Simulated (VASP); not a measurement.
Calculation: PBEsol GGA, VASP's PBE PAW potentials (set 64) (plane waves; VASP 6.6.1).

A VASP calculation is set up with these files.

**KPOINTS**
```
K-points
0
gamma
 12 12 7
0 0 0
```

### POSCAR
```
Hf
1
    3.1900000000     0.0000000000     0.0000000000
   -1.5950000000     2.7626210000     0.0000000000
    0.0000000000     0.0000000000     5.0500000000
Hf
2
Direct
  0.6666670000   0.3333330000   0.7500000000
  0.3333330000   0.6666670000   0.2500000000
```

**INCAR**
```
SYSTEM = Hf
PREC = Accurate; ENCUT = 480; LREAL = .False.
LASPH = .True.
EDIFF = 1E-6; NELM = 100; ALGO = Normal
LMAXMIX = 6
ISMEAR = 1; SIGMA = 0.1
GGA = PS
IBRION = 2; NSW = 60; ISIF = 3
EDIFFG = -0.01
LWAVE = .False.; LCHARG = .False.
```

POTCAR, in this order: Hf_pv (PBE.64 set). Program: vasp_std.

Output

OSZICAR:
```
       N       E                     dE             d eps       ncg     rms          rms(c)
DAV:   1     0.440216780613E+02    0.44022E+02   -0.11265E+04  2136   0.128E+03
DAV:   2    -0.196648191982E+02   -0.63686E+02   -0.62454E+02  2572   0.260E+02
DAV:   3    -0.217630737609E+02   -0.20983E+01   -0.20313E+01  2926   0.303E+01
DAV:   4    -0.217834760033E+02   -0.20402E-01   -0.20389E-01  2428   0.365E+00
DAV:   5    -0.217837688315E+02   -0.29283E-03   -0.29281E-03  2928   0.361E-01    0.660E+01
DAV:   6    -0.212026167649E+02    0.58115E+00   -0.54615E-01  2254   0.551E+00    0.389E+01
DAV:   7    -0.209995283080E+02    0.20309E+00   -0.88549E-01  2322   0.674E+00    0.199E+00
DAV:   8    -0.209892207563E+02    0.10308E-01   -0.57578E-02  2392   0.184E+00    0.258E-01
DAV:   9    -0.209893282745E+02   -0.10752E-03   -0.12282E-03  2992   0.278E-01    0.211E-01
DAV:  10    -0.209893204226E+02    0.78518E-05   -0.58688E-05  2486   0.624E-02    0.298E-01
DAV:  11    -0.209893191108E+02    0.13119E-05   -0.75777E-06  2692   0.218E-02    0.234E-02
DAV:  12    -0.209893195238E+02   -0.41300E-06   -0.71885E-07  1682   0.722E-03
   1 F= -.20989320E+02 E0= -.20989249E+02  d E =-.209893E+02
       N       E                     dE             d eps       ncg     rms          rms(c)
DAV:   1    -0.214137516684E+02   -0.42443E+00   -0.10803E+01  2128   0.290E+01    0.762E+00
DAV:   2    -0.210919694724E+02    0.32178E+00   -0.62288E-01  2152   0.678E+00    0.216E+00
DAV:   3    -0.209908124134E+02    0.10116E+00   -0.20376E-01  2188   0.359E+00    0.119E+00
DAV:   4    -0.209814839025E+02    0.93285E-02   -0.20384E-02  2472   0.117E+00    0.101E+00
DAV:   5    -0.209803757768E+02    0.11081E-02   -0.26326E-03  2560   0.326E-01    0.161E-01
DAV:   6    -0.209803995512E+02   -0.23774E-04   -0.88154E-05  2884   0.673E-02    0.545E-02
DAV:   7    -0.209803948266E+02    0.47246E-05   -0.24696E-06  2446   0.117E-02    0.985E-03
DAV:   8    -0.209803947705E+02    0.56069E-07   -0.11333E-07  1436   0.274E-03
   2 F= -.20980395E+02 E0= -.20980041E+02  d E =0.892475E-02
       N       E                     dE             d eps       ncg     rms          rms(c)
DAV:   1    -0.211366320102E+02   -0.15624E+00   -0.32978E+00  2128   0.160E+01    0.449E+00
DAV:   2    -0.210391015128E+02    0.97530E-01   -0.20413E-01  2176   0.379E+00    0.120E+00
DAV:   3    -0.210092833852E+02    0.29818E-01   -0.54188E-02  2206   0.180E+00    0.558E-01
DAV:   4    -0.210053940828E+02    0.38893E-02   -0.88321E-03  2368   0.749E-01    0.451E-01
DAV:   5    -0.210051152435E+02    0.27884E-03   -0.73395E-04  2680   0.167E-01    0.877E-02
DAV:   6    -0.210051170808E+02   -0.18373E-05   -0.26105E-05  2684   0.372E-02    0.392E-02
DAV:   7    -0.210051162368E+02    0.84404E-06   -0.95125E-07  1756   0.760E-03
   3 F= -.21005116E+02 E0= -.21004906E+02  d E =-.157967E-01
       N       E                     dE             d eps       ncg     rms          rms(c)
DAV:   1    -0.210051492171E+02   -0.32136E-04   -0.85661E-04  2182   0.258E-01    0.663E-02
DAV:   2    -0.210051233774E+02    0.25840E-04   -0.51786E-05  2254   0.607E-02    0.195E-02
DAV:   3    -0.210051156228E+02    0.77545E-05   -0.14571E-05  2278   0.297E-02    0.860E-03
DAV:   4    -0.210051147617E+02    0.86112E-06   -0.19381E-06  1478   0.118E-02
   4 F= -.21005115E+02 E0= -.21004903E+02  d E =-.157952E-01
```

File OUTCAR:
```
------------------------ aborting loop because EDIFF is reached ----------------------------------------
  FORCE on cell =-STRESS in cart. coord.  units (eV):
  Direction    XX          YY          ZZ          XY          YZ          ZX
  --------------------------------------------------------------------------------------
  Total        0.0154796      0.0154796     -0.0090518      0.0000000     -0.0000000     -0.0000000
  in kB        0.5756567      0.5756567     -0.3366182      0.0000000     -0.0000000     -0.0000000
  external PRESSURE =       0.2715651 kB  Pullay stress =       0.0000000 kB
  volume of cell :       43.08
      direct lattice vectors                 reciprocal lattice vectors
     3.156775496  0.000000000 -0.000000000     0.316778941  0.182892410  0.000000000
    -1.578387748  2.733847737 -0.000000000     0.000000000  0.365784819  0.000000000
     0.000000000 -0.000000000  4.992163656     0.000000000  0.000000000  0.200313946
 POSITION                                       TOTAL-FORCE (eV/Angst)
 -----------------------------------------------------------------------------------
      1.57839      0.91128      3.74412         0.000000     -0.000000      0.000000
     -0.00000      1.82257      1.24804        -0.000000      0.000000      0.000000
 -----------------------------------------------------------------------------------
    total drift:                               -0.000153      0.000089     -0.000016
  FREE ENERGIE OF THE ION-ELECTRON SYSTEM (eV)
  ---------------------------------------------------
  free  energy   TOTEN  =       -21.0051147617 eV

  energy  without entropy=      -21.0044790704  energy(sigma->0) =      -21.00490286

 reached required accuracy - stopping structural energy minimisation
```
(Selected blocks of OUTCAR.)

**CONTCAR**
```
Hf
   1.00000000000000
     3.1567754959478718    0.0000000000000000   -0.0000000000000000
    -1.5783877479739359    2.7338477366523124   -0.0000000000000000
     0.0000000000000000   -0.0000000000000000    4.9921636556251698
  Hf
     2
Direct
     0.6666669999999968    0.3333330000000032    0.7500000000000000
     0.3333330000000032    0.6666669999999968    0.2500000000000000
```

OUTCAR:
```
 val. band max:        5.0271978864   @ k =   0.0000   0.0000   0.4286

 cond. band min:       5.0435658985   @ k =   0.3333   0.3333   0.2857


 Fermi energy:         5.0294470705

 k-point     1 :       0.0000    0.0000    0.0000
  band No.  band energies     occupation
      1     -25.9859      2.00000
      2     -25.1408      2.00000
      3     -25.1408      2.00000
      4     -24.9954      2.00000
      5     -24.9954      2.00000
      6     -24.9944      2.00000
      7      -2.4940      2.00000
      8       1.1871      2.00000
      9       5.8362     -0.00000
     10       6.1943     -0.00000
     11       6.1943     -0.00000
     12       6.4941     -0.00000
     13       7.0584      0.00000
     14       7.0584      0.00000

 k-point     2 :       0.0833    0.0000    0.0000
  band No.  band energies     occupation
      1     -25.9654      2.00000
      2     -25.1847      2.00000
      3     -25.1555      2.00000
      4     -25.0419      2.00000
      5     -25.0038      2.00000
      6     -25.0012      2.00000
      7      -2.2740      2.00000
      8       1.4034      2.00000
      9       5.5266     -0.00000
     10       5.6728     -0.00000
     11       6.4019     -0.00000
     12       6.7924     -0.00000
     13       6.9234     -0.00000
     14       7.2555      0.00000

 k-point     3 :       0.1667    0.0000    0.0000
  band No.  band energies     occupation
      1     -25.9067      2.00000
      2     -25.3048      2.00000
      3     -25.1944      2.00000
      4     -25.1652      2.00000
      5     -25.0323      2.00000
      6     -25.0181      2.00000
      7      -1.6484      2.00000
      8       1.9766      2.00000
      9       4.7869      2.00322
     10       4.9520      1.96662
     11       6.2636     -0.00000
     12       6.9736     -0.00000
     13       7.0135     -0.00000
     14       7.0438      0.00000

 k-point     4 :       0.2500    0.0000    0.0000
  band No.  band energies     occupation
...
```

Energy and stress use the plane-wave basis of the starting cell. Unless said otherwise, spin-orbit coupling is left out, though it shifts the bands of the heavy elements here.

The compound is Hf in the hcp structure. This run relaxes it. Symmetry was kept, so distortions that lower it aren't found.
